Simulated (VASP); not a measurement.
Calculation: r2SCAN+rVV10, VASP's PBE PAW potentials (set 64) (plane waves; VASP 6.6.1).

Input for VASP

POSCAR:
```
MnO2
1.0
  4.3839107051   0.0000000000   0.0000000000
  0.0000000000   4.3839107051   0.0000000000
  0.0000000000   0.0000000000   2.8557844384
Mn O
2 4
Cart
  0.0000000000   0.0000000000   0.0000000000
  2.1919553525   2.1919553525   1.4278922192
  1.3319595511   1.3319595511   0.0000000000
  3.5239149036   0.8599958015   1.4278922192
  0.8599958015   3.5239149036   1.4278922192
  3.0519511540   3.0519511540   0.0000000000
```

File KPOINTS:
```
Regular mesh
0
G
5 5 7
0 0 0
```

**INCAR**
```
ALGO = Normal
BPARAM = 11.95
CPARAM = 0.0093
EDIFF = 1E-6
EDIFFG = -0.02
ENCUT = 520
IBRION = 2
ISIF = 3
ISMEAR = 0
ISPIN = 2
LASPH = .True.
LCHARG = .False.
LMAXMIX = 4
LMIXTAU = .True.
LORBIT = 10
LREAL = .False.
LUSE_VDW = .True.
LWAVE = .False.
MAGMOM = 2.7 -2.7 -0.0 2*0.0 -0.0
METAGGA = R2SCAN
NELM = 100
NSW = 60
PREC = Accurate
SIGMA = 0.05
SYSTEM = MnO2
```

POTCAR, in this order: Mn_pv O (PBE.64 set). Program: vasp_std.

Problem. What will the output report for the number of irreducible k-points (NKPTS), largest plane-wave count, number of space-group operations, FFT grid (NGX, NGY, NGZ)?

Solution. 
number of irreducible k-points (NKPTS): 24
largest plane-wave count: 1494
number of space-group operations: 16
FFT grid (NGX, NGY, NGZ): 36 × 36 × 24

The compound is MnO2 in the rutile structure. This run relaxes it. Symmetry was kept, so distortions that lower it aren't found. The start is the result of an earlier pass.
